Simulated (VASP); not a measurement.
# SrTiO3 (Pm-3m) in VASP: a series of runs, part 2 of 2

VASP 6.6.1. Earlier steps stand in the parts before.

### 3 Band structure, PBE, spin-orbit coupling, no magnetisation

The input, INCAR:

```
SYSTEM = SrTiO3
PREC = Accurate ; ENCUT = 520
EDIFF = 1E-7 ; ISMEAR = 0
SIGMA = 0.03 ; LREAL = .FALSE.
LASPH = .TRUE. ; NELM = 80
ALGO = Normal ; ISIF = 2
LWAVE = .FALSE. ; LCHARG = .FALSE.
MAGMOM = 0 0 0 0 0 0 0 0 0 0 0 0 0 0 0 ; LORBIT = 11
LSORBIT = .TRUE. ; GGA_COMPAT = .FALSE.
LMAXMIX = 4 ; GGA = PE
NBANDS = 57
```

The input, KPOINTS:

```
Automatic mesh
0
G
  6 6 6
  0 0 0
```

The input, POSCAR:

```
SrTiO3                                  
1.0
    3.9402048293      0.0000000000      0.0000000000
    0.0000000000      3.9402048293      0.0000000000
    0.0000000000      0.0000000000      3.9402048293
  Sr              Ti              O             
     1     1     3
Direct
     0.5000000000000000    0.5000000000000000    0.5000000000000000
     0.0000000000000000    0.0000000000000000    0.0000000000000000
     0.5000000000000000    0.0000000000000000    0.0000000000000000
     0.0000000000000000    0.5000000000000000    0.0000000000000000
     0.0000000000000000    0.0000000000000000    0.5000000000000000
```

KPOINTS_OPT is that of step 2.

Potentials or basis: VASP PAW PBE potentials, release 64 (Sr_sv, Ti_sv, O).

Launch:

```sh
cat potpaw_PBE.64/Sr_sv/POTCAR potpaw_PBE.64/Ti_sv/POTCAR potpaw_PBE.64/O/POTCAR > POTCAR
mpirun -np 1 vasp_ncl > vasp.out
```

OUTCAR:

```text
SYSTEM = SrTiO3
   PREC = Accurate
   ENCUT = 520
   EDIFF = 1E-7
   ISMEAR = 0
   LREAL = .FALSE.
   LASPH = .TRUE.
   NELM = 80
   ISIF = 2
   LORBIT = 11
   LSORBIT = .TRUE.
   GGA = PE

 ion  position               nearest neighbor table
   1  0.500  0.500  0.500-   3 2.79   4 2.79   5 2.79   3 2.79   4 2.79   3 2.79   5 2.79   3 2.79
                             4 2.79   5 2.79   4 2.79   5 2.79   2 3.41   2 3.41   2 3.41   2 3.41
   2  0.000  0.000  0.000-   3 1.97   4 1.97   5 1.97   5 1.97   4 1.97   3 1.97   1 3.41   1 3.41
                             1 3.41   1 3.41   1 3.41   1 3.41   1 3.41   1 3.41
   3  0.500  0.000  0.000-   2 1.97   2 1.97   1 2.79   1 2.79   1 2.79   1 2.79
   4  0.000  0.500  0.000-   2 1.97   2 1.97   1 2.79   1 2.79   1 2.79   1 2.79
   5  0.000  0.000  0.500-   2 1.97   2 1.97   1 2.79   1 2.79   1 2.79   1 2.79

  LATTYP: Found a simple cubic cell.
 ALAT       =     3.9402048293

  Lattice vectors:

 A1 = (   3.9402048293,   0.0000000000,   0.0000000000)
 A2 = (   0.0000000000,   3.9402048293,   0.0000000000)
 A3 = (   0.0000000000,   0.0000000000,   3.9402048293)

Analysis of symmetry for initial positions (statically):
[... 1355 lines left out ...]
     0.0000000     0.0000000     0.0000000     0.0000000     0.0000000     0.0000000     0.0000000
[... 69 lines left out ...]
 l=   2
     0.0000000     0.0000000     0.0000000     0.0000000     0.0000000
     0.0000000     0.0000000     0.0000000     0.0000000     0.0000000
     0.0000000     0.0000000     0.0000000     0.0000000     0.0000000
     0.0000000     0.0000000     0.0000000     0.0000000     0.0000000
     0.0000000     0.0000000     0.0000000     0.0000000     0.0000000
 l=   3
     0.0000000     0.0000000     0.0000000     0.0000000     0.0000000     0.0000000     0.0000000
     0.0000000     0.0000000     0.0000000     0.0000000     0.0000000     0.0000000     0.0000000
     0.0000000     0.0000000     0.0000000     0.0000000     0.0000000     0.0000000     0.0000000
     0.0000000     0.0000000     0.0000000     0.0000000     0.0000000     0.0000000     0.0000000
     0.0000000     0.0000000     0.0000000     0.0000000     0.0000000     0.0000000     0.0000000
     0.0000000     0.0000000     0.0000000     0.0000000     0.0000000     0.0000000     0.0000000
     0.0000000     0.0000000     0.0000000     0.0000000     0.0000000     0.0000000     0.0000000

 total charge

# of ion       s       p       d       tot
------------------------------------------
    1        1.997   5.812   0.191   8.000
    2        2.223   6.301   1.729  10.253
    3        1.563   3.480   0.000   5.043
    4        1.563   3.480   0.000   5.043
    5        1.563   3.480   0.000   5.043
--------------------------------------------------
tot          8.910  22.551   1.920  33.382

 magnetization (x)

# of ion       s       p       d       tot
------------------------------------------
    1        0.000   0.000  -0.000  -0.000
    2       -0.000  -0.000  -0.000  -0.000
    3        0.000   0.000   0.000   0.000
    4       -0.000   0.000   0.000   0.000
    5        0.000  -0.000   0.000  -0.000
--------------------------------------------------
tot         -0.000  -0.000  -0.000  -0.000

 magnetization (y)

# of ion       s       p       d       tot
------------------------------------------
    1        0.000   0.000   0.000   0.000
    2       -0.000   0.000  -0.000  -0.000
    3        0.000  -0.000   0.000  -0.000
    4        0.000   0.000   0.000   0.000
    5       -0.000   0.000   0.000  -0.000
--------------------------------------------------
tot         -0.000   0.000   0.000  -0.000

 magnetization (z)

# of ion       s       p       d       tot
------------------------------------------
    1       -0.000   0.000   0.000   0.000
    2       -0.000  -0.000   0.000  -0.000
    3       -0.000   0.000   0.000   0.000
    4       -0.000  -0.000   0.000  -0.000
    5       -0.000   0.000   0.000  -0.000
--------------------------------------------------
tot         -0.000  -0.000   0.000  -0.000
```

stdout:

```text
POSCAR found type information on POSCAR SrTiO
 POSCAR found :  3 types and       5 ions
 scaLAPACK will be used
 LDA part: xc-table for (Slater+PW92), standard interpolation
 POSCAR, INCAR and KPOINTS ok, starting setup
 FFT: planning ... GRIDC
 FFT: planning ... GRID_SOFT
 FFT: planning ... GRID
 WAVECAR not read
 entering main loop
 Start KPOINTS_OPT (optional k-point list driver)
k-point batch [1-20\124]
k-point batch [21-40\124]
k-point batch [41-60\124]
k-point batch [61-80\124]
k-point batch [81-100\124]
k-point batch [101-120\124]
k-point batch [121-124\124]
```

Run time: 11 min. Hardware: 1 thread of Intel Xeon Platinum 8375C at 2.90GHz (Ice Lake), shared host; peak memory 0.4 GiB.

What came out:

```yaml
Free_energy: -40.1950 eV
Pressure: 0.1 GPa
Valence_electrons_inside_the_program's_atomic_spheres: Sr 8.00; Ti 10.25; O 5.04
```

### 4 Band structure, r2SCAN

The input, INCAR:

```
SYSTEM = SrTiO3
PREC = Accurate ; ENCUT = 520
EDIFF = 1E-7 ; ISMEAR = 0
SIGMA = 0.03 ; LREAL = .FALSE.
LASPH = .TRUE. ; NELM = 80
ALGO = Normal ; ISIF = 2
LWAVE = .FALSE. ; LCHARG = .FALSE.
LMAXMIX = 4 ; METAGGA = R2SCAN
LMIXTAU = .TRUE. ; NBANDS = 28
```

The input, KPOINTS:

```
Automatic mesh
0
G
  8 8 8
  0 0 0
```

POSCAR is that of step 3.

KPOINTS_OPT is that of step 3.

Potentials or basis: VASP PAW PBE potentials, release 64 (Sr_sv, Ti_sv, O).

Launch:

```sh
cat potpaw_PBE.64/Sr_sv/POTCAR potpaw_PBE.64/Ti_sv/POTCAR potpaw_PBE.64/O/POTCAR > POTCAR
mpirun -np 1 vasp_std > vasp.out
```

OUTCAR:

```text
SYSTEM = SrTiO3
   PREC = Accurate
   ENCUT = 520
   EDIFF = 1E-7
   ISMEAR = 0
   LREAL = .FALSE.
   LASPH = .TRUE.
   NELM = 80
   ISIF = 2
   METAGGA = R2SCAN

 ion  position               nearest neighbor table
   1  0.500  0.500  0.500-   3 2.79   4 2.79   5 2.79   3 2.79   4 2.79   3 2.79   5 2.79   3 2.79
                             4 2.79   5 2.79   4 2.79   5 2.79   2 3.41   2 3.41   2 3.41   2 3.41
   2  0.000  0.000  0.000-   3 1.97   4 1.97   5 1.97   5 1.97   4 1.97   3 1.97   1 3.41   1 3.41
                             1 3.41   1 3.41   1 3.41   1 3.41   1 3.41   1 3.41
[... 953 lines left out ...]
  -------------------------------------------------------------------------------------
  Total       -1.4150454     -1.4150454     -1.4150454      0.0000000      0.0000000     -0.0000000
  in kB      -37.0616349    -37.0616349    -37.0616349      0.0000000      0.0000000     -0.0000000
  external PRESSURE =     -37.0616349 kB  Pullay stress =       0.0000000 kB

 VOLUME and BASIS-vectors are now :
 -----------------------------------------------------------------------------
  energy-cutoff  :      520.00
  volume of cell :       61.17
      direct lattice vectors                 reciprocal lattice vectors
     3.940204829  0.000000000  0.000000000     0.253793913  0.000000000  0.000000000
     0.000000000  3.940204829  0.000000000     0.000000000  0.253793913  0.000000000
     0.000000000  0.000000000  3.940204829     0.000000000  0.000000000  0.253793913

 POSITION                                       TOTAL-FORCE (eV/Angst)
 -----------------------------------------------------------------------------------
      1.97010      1.97010      1.97010         0.000000      0.000000      0.000000
      0.00000      0.00000      0.00000         0.000000      0.000000      0.000000
      1.97010      0.00000      0.00000         0.000000      0.000000      0.000000
      0.00000      1.97010      0.00000         0.000000      0.000000      0.000000
      0.00000      0.00000      1.97010         0.000000      0.000000      0.000000
 -----------------------------------------------------------------------------------
    total drift:                                0.000000     -0.000000      0.000000

  FREE ENERGIE OF THE ION-ELECTRON SYSTEM (eV)
  ---------------------------------------------------
  free  energy   TOTEN  =       -63.3179197372 eV

  energy  without entropy=      -63.3179197372  energy(sigma->0) =      -63.31791974
```

stdout:

```text
POSCAR found type information on POSCAR SrTiO
 POSCAR found :  3 types and       5 ions
 scaLAPACK will be used
 -----------------------------------------------------------------------------
|                                                                             |
|                                                                             |
|     You enforced a specific xc type in the INCAR file but a different       |
|     I HOPE YOU KNOW WHAT YOU ARE DOING!                                     |
|                                                                             |
 -----------------------------------------------------------------------------

 LDA part: xc-table for (None), standard interpolation
 POSCAR, INCAR and KPOINTS ok, starting setup
 FFT: planning ... GRIDC
 FFT: planning ... GRID_SOFT
 FFT: planning ... GRID
 WAVECAR not read
 entering main loop
 Start KPOINTS_OPT (optional k-point list driver)
k-point batch [1-35\124]
k-point batch [36-70\124]
k-point batch [71-105\124]
k-point batch [106-124\124]
```

It took 8.3 min on 1 thread of Intel Xeon Platinum 8375C at 2.90GHz (Ice Lake), shared host; peak memory 0.23 GiB.

What came out:

```
Free energy             : -63.3179 eV
Pressure                : -3.7 GPa
Band gap on the k mesh  : 2.22 eV, indirect (least direct gap 2.61 eV)
Band gap along the path : 2.22 eV, indirect (least direct gap 2.61 eV)
```

Levels at the corners of the path, in eV from the valence-band top:
| point | band 16 | band 17 | band 18 | band 19 | band 20 | band 21 | band 22 | band 23 | band 24 | band 25 |
| --- | --- | --- | --- | --- | --- | --- | --- | --- | --- | --- |
| Γ | -1.17 | -1.17 | -0.40 | -0.40 | -0.40 | 2.22 | 2.22 | 2.22 | 4.40 | 4.40 |
| X | -2.30 | -2.30 | -1.92 | -0.77 | -0.77 | 2.37 | 4.03 | 4.03 | 4.41 | 6.65 |
| X | -2.30 | -2.30 | -1.92 | -0.77 | -0.77 | 2.37 | 4.03 | 4.03 | 4.41 | 6.65 |
| M | -2.76 | -1.81 | -1.58 | -1.58 | -0.09 | 4.04 | 4.04 | 4.51 | 5.40 | 8.43 |
| M | -2.76 | -1.81 | -1.58 | -1.58 | -0.09 | 4.04 | 4.04 | 4.51 | 5.40 | 8.43 |
| Γ | -1.17 | -1.17 | -0.40 | -0.40 | -0.40 | 2.22 | 2.22 | 2.22 | 4.40 | 4.40 |
| Γ | -1.17 | -1.17 | -0.40 | -0.40 | -0.40 | 2.22 | 2.22 | 2.22 | 4.40 | 4.40 |
| R | -3.72 | -3.72 | 0.00 | 0.00 | 0.00 | 4.70 | 4.70 | 4.70 | 7.53 | 7.53 |
| R | -3.72 | -3.72 | 0.00 | 0.00 | 0.00 | 4.70 | 4.70 | 4.70 | 7.53 | 7.53 |
| X | -2.30 | -2.30 | -1.92 | -0.77 | -0.77 | 2.37 | 4.03 | 4.03 | 4.41 | 6.65 |
| M | -2.76 | -1.81 | -1.58 | -1.58 | -0.09 | 4.04 | 4.04 | 4.51 | 5.40 | 8.43 |
| R | -3.72 | -3.72 | 0.00 | 0.00 | 0.00 | 4.70 | 4.70 | 4.70 | 7.53 | 7.53 |

Caveat: the PAW data sets were made with another functional, which shifts forces and pressure a little. r2SCAN opens gaps a little over a GGA but as a rule still falls short of measured ones.

### 5 Band structure, TB-mBJ, spin-orbit coupling, no magnetisation

POSCAR is that of step 4.

The input, INCAR.step1:

```
SYSTEM = SrTiO3
PREC = Accurate ; ENCUT = 520
EDIFF = 1E-5 ; ISMEAR = 0
SIGMA = 0.03 ; LREAL = .FALSE.
LASPH = .TRUE. ; NELM = 80
ALGO = Normal ; ISIF = 2
LWAVE = .TRUE. ; LCHARG = .FALSE.
LNONCOLLINEAR = .TRUE. ; MAGMOM = 0 0 0 0 0 0 0 0 0 0 0 0 0 0 0
LORBIT = 11 ; LSORBIT = .TRUE.
GGA_COMPAT = .FALSE. ; LMAXMIX = 4
NBANDS = 57 ; GGA = PE
```

The input, INCAR.step2:

```
SYSTEM = SrTiO3
PREC = Accurate ; ENCUT = 520
EDIFF = 1E-7 ; ISMEAR = 0
SIGMA = 0.03 ; LREAL = .FALSE.
LASPH = .TRUE. ; NELM = 80
ALGO = Normal ; ISIF = 2
LWAVE = .FALSE. ; LCHARG = .FALSE.
LNONCOLLINEAR = .TRUE. ; MAGMOM = 0 0 0 0 0 0 0 0 0 0 0 0 0 0 0
LORBIT = 11 ; LSORBIT = .TRUE.
GGA_COMPAT = .FALSE. ; LMAXMIX = 4
METAGGA = MBJ ; NBANDS = 57
ISTART = 1
```

The input, KPOINTS:

```
Automatic mesh
0
G
  6 6 6
  0 0 0
```

KPOINTS_OPT is that of step 4.

Launch:

```sh
cat potpaw_PBE.64/Sr_sv/POTCAR potpaw_PBE.64/Ti_sv/POTCAR potpaw_PBE.64/O/POTCAR > POTCAR
cp INCAR.step1 INCAR
mpirun -np 1 vasp_ncl > vasp.out
cp INCAR.step2 INCAR
mpirun -np 1 vasp_ncl > vasp.out
```

It took 22 min on 1 thread of Intel Xeon Platinum 8375C at 2.90GHz (Ice Lake), shared host; peak memory 0.44 GiB.

The run converged. Its results:

```yaml
Valence_electrons_inside_the_program's_atomic_spheres: Sr 8.79; Ti 10.06; O 5.26
```

Caveat: the PAW data sets were made with another functional, which shifts forces and pressure a little.

### 6 The runs side by side

```csv
level,spin,k mesh,gap on the mesh (eV),pressure (GPa)
PBE,off,8 × 8 × 8,1.81,0.1
PBE,"SOC, no magnetisation",6 × 6 × 6,-,0.1
r2SCAN,off,8 × 8 × 8,2.22,-3.7
TB-mBJ,"SOC, no magnetisation",6 × 6 × 6,-,-
```

Alike in all rows: task band structure; potentials or basis VASP PAW PBE potentials, release 64 (Sr_sv, Ti_sv, O); cell as given; cutoff (eV) 520; smearing gaussian 0.03 eV.

The pressure there spans -3.7 GPa (r2SCAN) to 0.1 GPa (PBE); a positive pressure means that this level wants a larger cell, a negative one a smaller.

Caveats: the PAW data sets were made with another functional, which shifts forces and pressure a little (some runs).

Total energies depend on the potentials used, so only differences within one code and one set of settings carry meaning.
